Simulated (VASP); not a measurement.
# Cu16Te in VASP: further runs, part 2 of 2

VASP 6.6.1. The steps go on from the part before.

### 3 Single point, PBE

INCAR reads:

```
ALGO     = Fast           # electronic algorithm
EDIFF    = 1E-6           # SCF threshold, eV
ENCUT    = 400            # plane-wave cutoff, eV
GGA      = PE             # functional
ISIF     = 2              # what is computed and relaxed
ISMEAR   = 1              # smearing method
ISYM     = 0            
KPAR     = 4            
LASPH    = True           # aspherical terms in the spheres
LCHARG   = False          # write CHGCAR
LREAL    = Auto         
LWAVE    = False          # write WAVECAR
NELM     = 60             # most SCF steps
PREC     = Accurate       # precision mode
SIGMA    = 0.1            # smearing width, eV
```

KPOINTS reads:

```
k-points
0
Gamma
  6 6 1
```

POSCAR reads:

```
Cu16Te                                  
1.0
    5.1053109602      0.0000000000      0.0000000000
    0.0000000000      5.1053109602      0.0000000000
    0.0000000000      0.0000000000     21.9150000000
  Cu              Te            
    16     1
Selective dynamics
Direct
     0.2500000000000000    0.2500000000000000    0.1140771160999989   F   F   F
     0.7500000000000000    0.2500000000000000    0.1140771160999989   F   F   F
     0.2500000000000000    0.7500000000000000    0.1140771160999989   F   F   F
     0.7500000000000000    0.7500000000000000    0.1140771160999989   F   F   F
     0.0000000000000000    0.0000000000000000    0.1964407939999973   F   F   F
     0.5000000000000000    0.0000000000000000    0.1964407939999973   F   F   F
     0.0000000000000000    0.5000000000000000    0.1964407939999973   F   F   F
     0.5000000000000000    0.5000000000000000    0.1964407939999973   F   F   F
     0.2500003296402608    0.2500003306229477    0.2768003621258155   T   T   T
     0.7499996331115839    0.2500003013778235    0.2771114198150728   T   T   T
     0.2500002980468622    0.7499996356500470    0.2771114262944515   T   T   T
     0.7499997309326354    0.7499997302270861    0.2783008779937982   T   T   T
     0.9941498743128768    0.9941498375455537    0.3587563527615094   T   T   T
     0.5058507153608949    0.9941499013771697    0.3587568262450615   T   T   T
     0.9941498727916415    0.5058507031715297    0.3587568252496934   T   T   T
     0.5058507323952318    0.5058507649195566    0.3587573186207372   T   T   T
     0.2499990794569753    0.2499990812699328    0.4401264822941453   T   T   T
```

Potentials or basis: VASP PAW PBE potentials, release 64 (Cu, Te).

Launch:

```console
$ cat potpaw_PBE.64/Cu/POTCAR potpaw_PBE.64/Te/POTCAR > POTCAR
$ mpirun -np 4 vasp_std > vasp.out
```

OUTCAR:

```text
EDIFF = 1E-6
   ENCUT = 400
   GGA = PE
   ISIF = 2
   ISMEAR = 1
   ISYM = 0
   LASPH = True
   LREAL = Auto
   NELM = 60
   PREC = Accurate

 ion  position               nearest neighbor table
   1  0.250  0.250  0.114-   2 2.55   3 2.55   3 2.55   2 2.55   7 2.55   8 2.55   5 2.55   6 2.55

   2  0.750  0.250  0.114-   1 2.55   4 2.55   4 2.55   1 2.55   7 2.55   8 2.55   5 2.55   6 2.55

   3  0.250  0.750  0.114-   1 2.55   4 2.55   1 2.55   4 2.55   7 2.55   8 2.55   5 2.55   6 2.55
[... 12 lines left out ...]
                            13 2.58  14 2.58  15 2.58  16 2.58
  10  0.750  0.250  0.277-   8 2.53   6 2.53   7 2.53   5 2.53  13 2.54  14 2.54  15 2.54  16 2.54
                             9 2.55   9 2.55  12 2.55  12 2.55
  11  0.250  0.750  0.277-   8 2.53   7 2.53   6 2.53   5 2.53  13 2.54  15 2.54  14 2.54  16 2.54
                             9 2.55   9 2.55  12 2.55  12 2.55
  12  0.750  0.750  0.278-  13 2.49  15 2.49  14 2.49  16 2.49   8 2.54   7 2.54   6 2.54   5 2.54
                            10 2.55  11 2.55  11 2.55  10 2.55
  13  0.994  0.994  0.359-  15 2.49  14 2.49  12 2.49  11 2.54  10 2.54  17 2.57   9 2.58  14 2.61
                            15 2.61
  14  0.506  0.994  0.359-  16 2.49  13 2.49  12 2.49  10 2.54  11 2.54  17 2.57   9 2.58  13 2.61
                            16 2.61
  15  0.994  0.506  0.359-  13 2.49  16 2.49  12 2.49  11 2.54  10 2.54  17 2.57   9 2.58  16 2.61
                            13 2.61
  16  0.506  0.506  0.359-  14 2.49  15 2.49  12 2.49  11 2.54  10 2.54  17 2.57   9 2.58  15 2.61
                            14 2.61
  17  0.250  0.250  0.440-  16 2.57  14 2.57  15 2.57  13 2.57

IMPORTANT INFORMATION: All symmetrisations will be switched off!
NOSYMM: (Re-)initialisation of all symmetry stuff for point group C_1.

----------------------------------------------------------------------------------------

                                     Primitive cell

  volume of cell :     571.1969

  direct lattice vectors                    reciprocal lattice vectors
     5.105310960  0.000000000  0.000000000     0.195874455  0.000000000  0.000000000
[... 141 lines left out ...]
   LRPA    =     F    only Hartree local field effects (RPA)
 non-spin polarized calculation
 RMM-DIIS sequential band-by-band and
 Methfessel and Paxton  Order N= 1 SIGMA  =   0.10
  energy-cutoff  :      400.00
  volume of cell :      571.20
 maximum number of plane-waves:     10427
 NGX is ok and might be reduce to    36
   NGX = 17   NGY = 17   NGZ = 71

 number of electron     182.0000133 magnetization

 Free energy of the ion-electron system (eV)
  ---------------------------------------------------
  ext. energy  EPLUGINS =         0.00000000
  ---------------------------------------------------
  free energy    TOTEN  =       -59.61108272 eV

  energy without entropy =      -59.61222078  energy(sigma->0) =      -59.61146207

 E-fermi :   0.0754     XC(G=0):  -5.5534

 val. band max:        0.0728877880   @ k =   0.5000   0.3333   0.0000
 cond. band min:       0.1055326590   @ k =  -0.3333   0.3333   0.0000
 fundamental gap:      0.0326448711
 Fermi energy:         0.0754086455

 k-point     1 :       0.0000    0.0000    0.0000
  band No.  band energies     occupation
      1     -11.3277      2.00000
      2      -8.7168      2.00000
      3      -6.9569      2.00000
      4      -5.1578      2.00000
      5      -4.9660      2.00000
      6      -4.9575      2.00000
[... 2109 lines left out ...]
    102       5.9316      0.00000
    103       5.9316      0.00000
 [bands above 103 left out]

------------------------ aborting loop because EDIFF is reached ----------------------------------------

  FORCE on cell =-STRESS in cart. coord.  units (eV):
  Direction    XX          YY          ZZ          XY          YZ          ZX
  --------------------------------------------------------------------------------------
  -------------------------------------------------------------------------------------
  Total       -0.6322560     -0.6322614      1.9190049     -0.0000082     -0.0000110     -0.0000127
  in kB       -1.7734448     -1.7734598      5.3827075     -0.0000230     -0.0000308     -0.0000357
  external PRESSURE =       0.6119343 kB  Pullay stress =       0.0000000 kB

 VOLUME and BASIS-vectors are now :
 -----------------------------------------------------------------------------
  energy-cutoff  :      400.00
  volume of cell :      571.20
      direct lattice vectors                 reciprocal lattice vectors
     5.105310960  0.000000000  0.000000000     0.195874455  0.000000000  0.000000000
     0.000000000  5.105310960  0.000000000     0.000000000  0.195874455  0.000000000
     0.000000000  0.000000000 21.915000000     0.000000000  0.000000000  0.045630846

 POSITION                                       TOTAL-FORCE (eV/Angst)
 -----------------------------------------------------------------------------------
      1.27633      1.27633      2.50000        -0.000000     -0.000001      0.116109
      3.82898      1.27633      2.50000        -0.000002     -0.000001      0.062928
      1.27633      3.82898      2.50000        -0.000000     -0.000001      0.062929
      3.82898      3.82898      2.50000        -0.000001     -0.000001      0.127957
      0.00000      0.00000      4.30500        -0.017453     -0.017453     -0.345095
      2.55266      0.00000      4.30500         0.017452     -0.017454     -0.345107
[... 9 lines left out ...]
      2.58253      2.58253      7.86217        -0.018584     -0.018586      0.140774
      1.27632      1.27632      9.64537         0.000009      0.000011      0.208799
 -----------------------------------------------------------------------------------
    total drift:                                0.000012      0.000013      0.010912

  FREE ENERGIE OF THE ION-ELECTRON SYSTEM (eV)
  ---------------------------------------------------
  free  energy   TOTEN  =       -59.6110827151 eV

  energy  without entropy=      -59.6122207764  energy(sigma->0) =      -59.61146207
```

stdout:

```text
POSCAR found type information on POSCAR CuTe
 POSCAR found :  2 types and      17 ions
 scaLAPACK will be used
 LDA part: xc-table for (Slater+PW92), standard interpolation
 POSCAR, INCAR and KPOINTS ok, starting setup
 FFT: planning ... GRIDC
 FFT: planning ... GRID_SOFT
 FFT: planning ... GRID
 WAVECAR not read
 entering main loop
```

It took 11 min on 4 MPI ranks of Intel Xeon Platinum 8259CL at 2.50GHz (Skylake/Cascade Lake), shared host; peak memory 0.77 GiB.

What came out:

```yaml
Free_energy: -59.6111 eV
Largest_force: 0.346 eV/Å
Band_gap_on_the_k_mesh: none (metal or under the smearing width)
```

Forces on the atoms (eV/Å):
```
Cu   0.000  0.000  0.116
Cu   0.000  0.000  0.063
Cu   0.000  0.000  0.063
Cu   0.000  0.000  0.128
Cu  -0.017 -0.017 -0.345
Cu   0.017 -0.017 -0.345
Cu  -0.017  0.017 -0.345
Cu   0.017  0.017 -0.345
Cu   0.000  0.000  0.053
Cu   0.000  0.000  0.056
Cu   0.000  0.000  0.056
Cu   0.000  0.000  0.075
Cu   0.019  0.019  0.141
Cu  -0.019  0.019  0.141
Cu   0.019 -0.019  0.141
Cu  -0.019 -0.019  0.141
Te   0.000  0.000  0.209
```

Spin-orbit coupling is left out, which matters for the levels of Te.
